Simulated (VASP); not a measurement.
Computed with PBE GGA, VASP's PBE PAW potentials (set 64) (plane waves; VASP 6.6.1).

A VASP calculation is set up with these files.

INCAR:
```
SYSTEM  =  FeSi
PREC  =  Accurate; ENCUT  =  500; LREAL  =  .False.
LASPH  =  .True.
EDIFF  =  1E-6; NELM  =  100; ALGO  =  Normal
LMAXMIX  =  4
ISMEAR  =  0; SIGMA  =  0.05
GGA  =  PE
IBRION  =  2; NSW  =  40; ISIF  =  3
EDIFFG  =  -0.02
LWAVE  =  .False.; LCHARG  =  .False.
```

File KPOINTS:
```
Automatic mesh
0
Gamma
5 5 5
0 0 0
```

File POSCAR:
```
FeSi
1
    4.4468161542    -0.0000000000     0.0000000000
    0.0000000000     4.4468161542    -0.0000000000
   -0.0000000000     0.0000000000     4.4468161542
Fe Si
4 4
Direct
  0.8633903453   0.6366096547   0.3633903453
  0.3633903453   0.8633903453   0.6366096547
  0.1366096547   0.1366096547   0.1366096547
  0.6366096547   0.3633903453   0.8633903453
  0.1590661058   0.3409338942   0.6590661058
  0.6590661058   0.1590661058   0.3409338942
  0.8409338942   0.8409338942   0.8409338942
  0.3409338942   0.6590661058   0.1590661058
```

POTCAR, in this order: Fe Si (PBE.64 set). Program: vasp_std.

Question: Predict the energy per atom (σ→0).

Answer: 
```yaml
energy per atom (σ→0): -7.348 eV/atom
```

OSZICAR:
```
...
DAV:   8    -0.588783815973E+02    0.12943E+00   -0.35614E+00   802   0.148E+01    0.313E+00
DAV:   9    -0.587929915808E+02    0.85390E-01   -0.46512E-01  1002   0.666E+00    0.125E+00
DAV:  10    -0.587837444621E+02    0.92471E-02   -0.13471E-02   788   0.111E+00    0.398E-01
DAV:  11    -0.587827107939E+02    0.10337E-02   -0.91141E-03  1002   0.109E+00    0.151E-01
DAV:  12    -0.587826318189E+02    0.78975E-04   -0.26935E-04  1012   0.148E-01    0.590E-02
DAV:  13    -0.587826247105E+02    0.71084E-05   -0.64612E-05   994   0.636E-02    0.168E-02
DAV:  14    -0.587826239296E+02    0.78093E-06   -0.31387E-06   604   0.209E-02
   1 F= -.58782624E+02 E0= -.58782461E+02  d E =-.587826E+02
```

The compound is FeSi in the B20 structure. It was relaxed first. The run is not spin-polarised, so no magnetic state was tried.
